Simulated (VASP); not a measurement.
A convergence study with VASP on Ta (bcc): a few settings are varied, all else stays as given below, so the limit is that of these other settings. The cell's lengths are 1 % over those of the tabulated start, so it is off equilibrium.

```
Ta
1.0
   -1.66650     1.66650     1.66650
    1.66650    -1.66650     1.66650
    1.66650     1.66650    -1.66650
Ta
1
Direct
  0.00000   0.00000   0.00000
```

These are PBEsol GGA, VASP's PBE PAW potentials (set 64) (plane waves; VASP) values and carry that method's errors. The last row used: 550 eV cut-off, 13×13×13 Γ-centred mesh, first-order Methfessel-Paxton smearing of 0.10 eV, potentials Ta_pv.

| setting | E (eV/atom) | pressure (GPa) | electronic steps |
|---|---|---|---|
| ALGO = Normal, EDIFF = 1E-2 | -12.5282 | -8.66 | 8 |
| ALGO = Normal, EDIFF = 1E-3 | -12.5282 | -8.38 | 9 |
| ALGO = Normal, EDIFF = 1E-4 | -12.5282 | -8.39 | 9 |
| ALGO = Normal, EDIFF = 1E-5 | -12.5282 | -8.41 | 9 |
| ALGO = Normal, EDIFF = 1E-6 | -12.5282 | -8.18 | 11 |
| ALGO = Normal, EDIFF = 1E-7 | -12.5282 | -8.18 | 12 |
| ALGO = Normal, EDIFF = 1E-8 | -12.5282 | -8.18 | 13 |
| ALGO = Normal, EDIFF = 1E-9 | -12.5282 | -8.18 | 14 |
| ALGO = Fast, EDIFF = 1E-2 | -12.5279 | -10.43 | 8 |
| ALGO = Fast, EDIFF = 1E-3 | -12.5284 | -6.60 | 9 |
| ALGO = Fast, EDIFF = 1E-4 | -12.5282 | -8.09 | 11 |
| ALGO = Fast, EDIFF = 1E-5 | -12.5282 | -8.12 | 12 |
| ALGO = Fast, EDIFF = 1E-6 | -12.5282 | -8.20 | 13 |
| ALGO = Fast, EDIFF = 1E-7 | -12.5282 | -8.18 | 16 |
| ALGO = Fast, EDIFF = 1E-8 | -12.5282 | -8.18 | 17 |
| ALGO = Fast, EDIFF = 1E-9 | -12.5282 | -8.18 | 19 |
| ALGO = All, EDIFF = 1E-2 | -12.5254 | -8.62 | 9 |
| ALGO = All, EDIFF = 1E-3 | -12.5281 | -8.00 | 11 |
| ALGO = All, EDIFF = 1E-4 | -12.5282 | -8.20 | 13 |
| ALGO = All, EDIFF = 1E-5 | -12.5282 | -8.18 | 14 |
| ALGO = All, EDIFF = 1E-6 | -12.5282 | -8.18 | 15 |
| ALGO = All, EDIFF = 1E-7 | -12.5282 | -8.18 | 17 |
| ALGO = All, EDIFF = 1E-8 | -12.5282 | -8.18 | 19 |
| ALGO = All, EDIFF = 1E-9 | -12.5282 | -8.18 | 20 |

Left out are rungs that failed or repeat a setting and relaxations that didn't move; long series are thinned to 24 rows.

The compound is Ta in the bcc structure. The cell was not relaxed at this level.
